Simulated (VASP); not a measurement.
Output of a VASP run:

OSZICAR:
```
       N       E                     dE             d eps       ncg     rms          rms(c)
DAV:   1     0.463730388342E+03    0.46373E+03   -0.30328E+04  6708   0.125E+03
DAV:   2     0.384831113945E+01   -0.45988E+03   -0.45075E+03  7494   0.340E+02
DAV:   3    -0.255538670254E+02   -0.29402E+02   -0.29233E+02  7947   0.839E+01
DAV:   4    -0.259937715036E+02   -0.43990E+00   -0.43901E+00  7770   0.101E+01
DAV:   5    -0.260018958932E+02   -0.81244E-02   -0.81216E-02  7880   0.135E+00    0.188E+01
DAV:   6    -0.241835101169E+02    0.18184E+01   -0.43947E+00  8579   0.190E+01    0.142E+01
DAV:   7    -0.242414700706E+02   -0.57960E-01   -0.25942E+00  7332   0.716E+00    0.362E+00
DAV:   8    -0.241645657896E+02    0.76904E-01   -0.55310E-01  8118   0.553E+00    0.128E+00
DAV:   9    -0.241660842839E+02   -0.15185E-02   -0.48286E-02  7226   0.187E+00    0.374E-01
DAV:  10    -0.241658706021E+02    0.21368E-03   -0.21195E-03  7995   0.341E-01    0.930E-02
DAV:  11    -0.241659306274E+02   -0.60025E-04   -0.45506E-04  7238   0.128E-01    0.490E-02
DAV:  12    -0.241659536972E+02   -0.23070E-04   -0.13509E-04  7641   0.707E-02    0.318E-02
DAV:  13    -0.241659576760E+02   -0.39788E-05   -0.43114E-05  7313   0.529E-02    0.775E-03
DAV:  14    -0.241659579481E+02   -0.27204E-06   -0.38935E-06  7746   0.998E-03    0.420E-03
DAV:  15    -0.241659581607E+02   -0.21260E-06   -0.48764E-07  6222   0.414E-03    0.199E-03
DAV:  16    -0.241659582146E+02   -0.53891E-07   -0.15024E-07  5290   0.176E-03
   1 F= -.24165958E+02 E0= -.24165958E+02  d E =0.000000E+00
```

File OUTCAR:
```
------------------------ aborting loop because EDIFF is reached ----------------------------------------
  FORCE on cell =-STRESS in cart. coord.  units (eV):
  Direction    XX          YY          ZZ          XY          YZ          ZX
  --------------------------------------------------------------------------------------
  Total        0.0104915      0.0104915      0.0104915     -0.0086118      0.0086118      0.0086118
  in kB        0.0837156      0.0837156      0.0837156     -0.0687172      0.0687172      0.0687172
  external PRESSURE =       0.0837156 kB  Pullay stress =       0.0000000 kB
  volume of cell :      200.79
      direct lattice vectors                 reciprocal lattice vectors
     0.000000000  2.929143610  2.929143610    -0.170773255  0.170623458  0.170773255
     2.929143610  0.000000000  2.929143610     0.170623458 -0.170773255  0.170773255
    11.706305975 11.706305975  0.010268464     0.042730763  0.042730763 -0.042730763
 POSITION                                       TOTAL-FORCE (eV/Angst)
 -----------------------------------------------------------------------------------
     11.69884     11.69884      0.01773        -0.010387     -0.010387      0.010387
      5.86064      5.86064      5.85594         0.010619      0.010619     -0.010619
      1.46548      1.46548      1.46367        -0.004357     -0.004357      0.004357
      4.40321      4.40321      1.45508         0.001865      0.001865     -0.001865
      7.31533      7.31533      1.47210         0.001464      0.001464     -0.001464
     10.22710     10.22710      1.48948         0.000625      0.000625     -0.000625
      8.79111      8.79111      5.85461         0.009183      0.009183     -0.009183
      8.77753      8.77753      0.00990        -0.009012     -0.009012      0.009012
 -----------------------------------------------------------------------------------
    total drift:                               -0.000000     -0.000000      0.000007
  FREE ENERGIE OF THE ION-ELECTRON SYSTEM (eV)
  ---------------------------------------------------
  free  energy   TOTEN  =       -24.1659582146 eV

  energy  without entropy=      -24.1659582146  energy(sigma->0) =      -24.16595821

 total charge

# of ion       s       p       d       tot
------------------------------------------
    1        0.679   0.424   9.395  10.498
    2        0.679   0.426   9.395  10.500
    3        1.336   2.296   0.000   3.632
    4        1.332   2.315   0.000   3.647
    5        1.320   2.368   0.000   3.688
    6        1.323   2.351   0.000   3.674
    7        0.432   0.328   9.555  10.316
    8        0.433   0.329   9.556  10.317
--------------------------------------------------
tot          7.532  10.838  37.901  56.271

 Electric field gradients after diagonalization (V/A^2)
 (convention: |V_zz| > |V_xx| > |V_yy|)
----------------------------------------------------------------------
 ion       V_xx      V_yy      V_zz     asymmetry (V_yy - V_xx)/ V_zz
----------------------------------------------------------------------
   1       1.033     1.033    -2.066       0.000
   2       1.576     1.575    -3.151       0.000
   3      -0.241    -0.241     0.481       0.001
   4      12.195    12.194   -24.389       0.000
   5       0.685     0.684    -1.369       0.000
   6     -11.301   -11.300    22.601       0.000
   7      -1.025    -1.022     2.047       0.002
   8      -1.673    -1.669     3.343       0.001
```
(Selected blocks of OUTCAR.)

**POSCAR**
```
Cd2Hg2S4
1
    0.0000000000     2.9291436098     2.9291436098
    2.9291436098     0.0000000000     2.9291436098
   11.7063059750    11.7063059750     0.0102684642
Hg S Cd
2 4 2
Direct
  0.0012753465   0.0012753465   0.9990434902
  0.9991595087   0.9991595087   0.2506303685
  0.2497358958   0.2497358958   0.0626980782
  0.2478286610   0.2478286610   0.3141285043
  0.2502997169   0.2502997169   0.5622752123
  0.2528308161   0.2528308161   0.8103768878
  0.9984937883   0.9984937883   0.5011296588
  0.0003762667   0.0003762667   0.7497177999
```

Task: Reconstruct the remaining input files.

Result: One answer among several that fit: the input of the run itself, PBEsol GGA, plane waves, VASP's PBE PAW potentials (set 64).

### KPOINTS
```
Regular mesh
0
gamma
 10 10 3
```

**INCAR**
```
! general
SYSTEM  = Cd2Hg2S4
PREC    = Accurate
ENCUT   = 400
LREAL   = F
LASPH   = T

! electronic loop
EDIFF   = 1E-7
NELM    = 100
ALGO    = Normal
LMAXMIX = 6

! smearing
ISMEAR  = -5

! functional
GGA     = PS

! ions
ISIF    = 2

! output
LWAVE   = F
LCHARG  = T
LORBIT  = 11
NEDOS   = 601

! other
LEFG    = T
```

POTCAR, in this order: Hg S Cd (PBE.64 set). Program: vasp_std.

The structure was generated: Cd2Hg2S4 was put into an ordered model structure (R3m), which need not be its known phase. It was relaxed first.
